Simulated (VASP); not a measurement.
Computed with PBE GGA, VASP's PBE PAW potentials (set 64) (plane waves; VASP).

VASP ran on this input.

POSCAR:
```
FePt
1
    2.7274710000     0.0000000000     0.0000000000
    0.0000000000     2.7940870000     0.0000000000
    0.0000000000     0.0000000000     3.6769520000
Fe Pt
1 1
Direct
  0.0000000000   0.0000000000   0.0000000000
  0.5282590000   0.5000000000   0.5000000000
```

INCAR:
```
SYSTEM  =  FePt
PREC  =  Accurate; ENCUT  =  400; LREAL  =  .FALSE.
LASPH  =  .TRUE.; ISYM  =  -1
EDIFF  =  1E-6; NELM  =  100; ALGO  =  Normal
LMAXMIX  =  6
ISMEAR  =  1; SIGMA  =  0.1
GGA  =  PE
MAGMOM  =  3.0 0.0
ISPIN  =  2
ISIF  =  2
LWAVE  =  .FALSE.; LCHARG  =  .FALSE.; LORBIT  =  10
```

### KPOINTS
```
K-points
0
gamma
 12 12 9
```

POTCAR, in this order: Fe Pt (PBE.64 set). Program: vasp_std.

Output of the run:

**OUTCAR**
```
 ion  position               nearest neighbor table
   1  0.000  0.000  0.000-   2 2.64   2 2.64   2 2.64   2 2.64   2 2.72   2 2.72   2 2.72   2 2.72
 Subroutine IBZKPT returns following result:
 Found   1296 irreducible k-points:

 Following reciprocal coordinates:
            Coordinates               Weight
  0.000000  0.000000  0.000000      1.000000
  0.083333  0.000000  0.000000      1.000000
  0.166667  0.000000  0.000000      1.000000
  0.250000  0.000000  0.000000      1.000000
  0.333333  0.000000  0.000000      1.000000
  0.416667  0.000000  0.000000      1.000000
  0.500000  0.000000  0.000000      1.000000
 -0.416667  0.000000  0.000000      1.000000
 -0.333333  0.000000  0.000000      1.000000
 -0.250000  0.000000  0.000000      1.000000
 -0.166667  0.000000  0.000000      1.000000
 -0.083333  0.000000  0.000000      1.000000
  0.000000  0.083333  0.000000      1.000000
  0.083333  0.083333  0.000000      1.000000
  0.166667  0.083333  0.000000      1.000000
  0.250000  0.083333  0.000000      1.000000
  0.333333  0.083333  0.000000      1.000000
  0.416667  0.083333  0.000000      1.000000
  0.500000  0.083333  0.000000      1.000000
 -0.416667  0.083333  0.000000      1.000000
 -0.333333  0.083333  0.000000      1.000000
 -0.250000  0.083333  0.000000      1.000000
 -0.166667  0.083333  0.000000      1.000000
 -0.083333  0.083333  0.000000      1.000000
  0.000000  0.166667  0.000000      1.000000
  0.083333  0.166667  0.000000      1.000000
  0.166667  0.166667  0.000000      1.000000
  0.250000  0.166667  0.000000      1.000000
  0.333333  0.166667  0.000000      1.000000
  0.416667  0.166667  0.000000      1.000000
  0.500000  0.166667  0.000000      1.000000
 -0.416667  0.166667  0.000000      1.000000
 -0.333333  0.166667  0.000000      1.000000
 -0.250000  0.166667  0.000000      1.000000
 -0.166667  0.166667  0.000000      1.000000
 -0.083333  0.166667  0.000000      1.000000
  0.000000  0.250000  0.000000      1.000000
  0.083333  0.250000  0.000000      1.000000
  0.166667  0.250000  0.000000      1.000000
  0.250000  0.250000  0.000000      1.000000
   k-points           NKPTS =   1296   k-points in BZ     NKDIM =   1296   number of bands    NBANDS=     15
   number of dos      NEDOS =    301   number of ions     NIONS =      2
   total plane-waves  NPLWV =   7776
   dimension x,y,z NGX =    18 NGY =   18 NGZ =   24
   dimension x,y,z NGXF=    36 NGYF=   36 NGZF=   48
   ions per type =               1   1
   PREC   = accura    normal or accurate (medium, high low for compatibility)
   ISTART =      0    job   : 0-new  1-cont  2-samecut
   ICHARG =      2    charge: 1-file 2-atom 10-const
   ISPIN  =      2    spin polarized calculation?
   LNONCOLLINEAR =      F non collinear calculations
   LSORBIT =      F    spin-orbit coupling
   INIWAV =      1    electr: 0-lowe 1-rand  2-diag
   ENCUT  =  400.0 eV  29.40 Ry    5.42 a.u.   4.45  4.56  6.00*2*pi/ulx,y,z
   NELM   =    100;   NELMIN=  2; NELMDL= -5     # of ELM steps
   EDIFF  = 0.1E-05   stopping-criterion for ELM
   LREAL  =      F    real-space projection
   NLSPLINE    = F    spline interpolate recip. space projectors
   LMAXMIX     =    6 max onsite mixed and CHGCAR
   VOSKOWN=      0    Vosko Wilk Nusair interpolation
   EDIFFG = 0.1E-04   stopping-criterion for IOM
   NSW    =      0    number of steps for IOM
   NBLOCK =      1;   KBLOCK =      1    inner block; outer block
   IBRION =     -1    ionic relax: 0-MD 1-quasi-New 2-CG
   NFREE  =      0    steps in history (QN), initial steepest desc. (CG)
   ISIF   =      2    stress and relaxation
   ISYM   =     -1    0-nonsym 1-usesym 2-fastsym
   TEIN   =    0.0    initial temperature
...
```

### OSZICAR
```
       N       E                     dE             d eps       ncg     rms          rms(c)
DAV:   1     0.777543681964E+02    0.77754E+02   -0.74312E+03 81259   0.108E+03
DAV:   2    -0.135481056259E+02   -0.91302E+02   -0.81696E+02 79671   0.229E+02
DAV:   3    -0.161561129229E+02   -0.26080E+01   -0.25374E+01 98330   0.469E+01
DAV:   4    -0.161833756591E+02   -0.27263E-01   -0.27246E-01 88667   0.418E+00
DAV:   5    -0.161841355267E+02   -0.75987E-03   -0.75985E-03103722   0.786E-01    0.164E+01
DAV:   6    -0.174455233024E+02   -0.12614E+01   -0.15239E+01 83899   0.856E+01    0.246E+01
DAV:   7    -0.148846540280E+02    0.25609E+01   -0.86845E+00 99962   0.807E+01    0.842E+00
DAV:   8    -0.148635626057E+02    0.21091E-01   -0.47554E-01 92798   0.105E+01    0.402E+00
DAV:   9    -0.147858014553E+02    0.77761E-01   -0.12114E-01114883   0.736E+00    0.181E+00
DAV:  10    -0.147769765821E+02    0.88249E-02   -0.41953E-02120278   0.398E+00    0.710E-01
DAV:  11    -0.147756404925E+02    0.13361E-02   -0.44730E-03114962   0.126E+00    0.268E-01
DAV:  12    -0.147755028372E+02    0.13766E-03   -0.41679E-04103216   0.284E-01    0.854E-02
DAV:  13    -0.147754991675E+02    0.36697E-05   -0.38205E-05101491   0.123E-01    0.393E-02
DAV:  14    -0.147754973940E+02    0.17735E-05   -0.80373E-06100255   0.577E-02    0.149E-02
DAV:  15    -0.147754981837E+02   -0.78974E-06   -0.24314E-06 65640   0.312E-02
   1 F= -.14775498E+02 E0= -.14775243E+02  d E =-.766280E-03  mag=     3.3485
```

### OUTCAR
```
------------------------ aborting loop because EDIFF is reached ----------------------------------------
  FORCE on cell =-STRESS in cart. coord.  units (eV):
  Direction    XX          YY          ZZ          XY          YZ          ZX
  --------------------------------------------------------------------------------------
  Total        0.2878851     -0.7317625      0.5502229     -0.0000001     -0.0000002     -0.0000000
  in kB       16.4604509    -41.8401017     31.4601808     -0.0000036     -0.0000131     -0.0000019
  external PRESSURE =       2.0268433 kB  Pullay stress =       0.0000000 kB
  volume of cell :       28.02
      direct lattice vectors                 reciprocal lattice vectors
     2.727471000  0.000000000  0.000000000     0.366640012  0.000000000  0.000000000
     0.000000000  2.794087000  0.000000000     0.000000000  0.357898662  0.000000000
     0.000000000  0.000000000  3.676952000     0.000000000  0.000000000  0.271964388
 POSITION                                       TOTAL-FORCE (eV/Angst)
 -----------------------------------------------------------------------------------
      0.00000      0.00000      0.00000         0.319935      0.000000      0.000000
      1.44081      1.39704      1.83848        -0.319935     -0.000000     -0.000000
 -----------------------------------------------------------------------------------
    total drift:                               -0.000130     -0.000000     -0.000000
  FREE ENERGIE OF THE ION-ELECTRON SYSTEM (eV)
  ---------------------------------------------------
  free  energy   TOTEN  =       -14.7754981837 eV

  energy  without entropy=      -14.7747319038  energy(sigma->0) =      -14.77524276

 total charge

# of ion       s       p       d       tot
------------------------------------------
    1        0.408   0.444   6.110   6.961
    2        0.706   0.642   8.048   9.397
--------------------------------------------------
tot          1.114   1.086  14.158  16.358

 magnetization (x)

# of ion       s       p       d       tot
------------------------------------------
    1        0.007  -0.006   2.965   2.966
    2       -0.026  -0.064   0.449   0.359
--------------------------------------------------
tot         -0.019  -0.070   3.414   3.325
```
(Selected blocks of OUTCAR.)

The compound is FePt in the L1_0 structure. The cell was not relaxed at this level, atoms are displaced from their ideal sites. The run is one of a series of settings (ISYM = -1 against the base run), some of them coarse on purpose.
